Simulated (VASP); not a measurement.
Input:

```yaml
crystal:
  lattice:
    - [1.85094, -3.20592, 0.00000]
    - [1.85094, 3.20592, 0.00000]
    - [0.00000, 0.00000, 5.96583]
  atoms:
    - { symbol: Hf, position: [0.00000, 0.00000, 0.00000] }
    - { symbol: S, position: [0.33333, 0.66667, 0.25000] }
    - { symbol: S, position: [0.66667, 0.33333, 0.75000] }
```

The numbers are results of LDA (Ceperley-Alder, Perdew-Zunger), VASP's LDA PAW potentials (set 64) (plane waves; VASP), not measurements. Settings: 300 eV cut-off, 8×8×5 Γ-centred mesh, Fermi-Dirac smearing of 0.020 eV, potentials Hf_pv S.

Unless said otherwise, spin-orbit coupling is left out, though it shifts the bands of the heavy elements here.

Task: Give the energies of bands 6 to 14 at the high-symmetry points, in eV from the valence-band maximum.

Result: 
| band | Γ | M | K | A | L | H |
|---|---|---|---|---|---|---|
| 6 | -4.64 | -4.68 | -3.94 | -3.52 | -4.79 | -3.62 |
| 7 | -2.61 | -2.77 | -3.37 | -2.56 | -3.42 | -3.57 |
| 8 | -2.61 | -2.45 | -3.37 | -2.56 | -2.52 | -3.57 |
| 9 | -0.14 | -2.34 | -2.12 | -1.87 | -2.30 | -2.22 |
| 10 | -0.14 | -1.98 | -2.12 | -0.29 | -1.06 | -1.78 |
| 11 | 0.00 | -1.34 | -1.64 | -0.29 | -0.90 | -1.78 |
| 12 | 1.74 | 0.97 | 2.31 | 1.70 | 0.86 | 2.48 |
| 13 | 1.74 | 3.57 | 3.27 | 1.70 | 3.56 | 2.94 |
| 14 | 2.22 | 3.62 | 3.27 | 2.41 | 3.65 | 2.94 |

The gap is indirect, 0.86 eV, from the valence maximum at Γ to the conduction minimum at L.

The structure is a typed HfS2 crystal. The cell was not relaxed at this level.
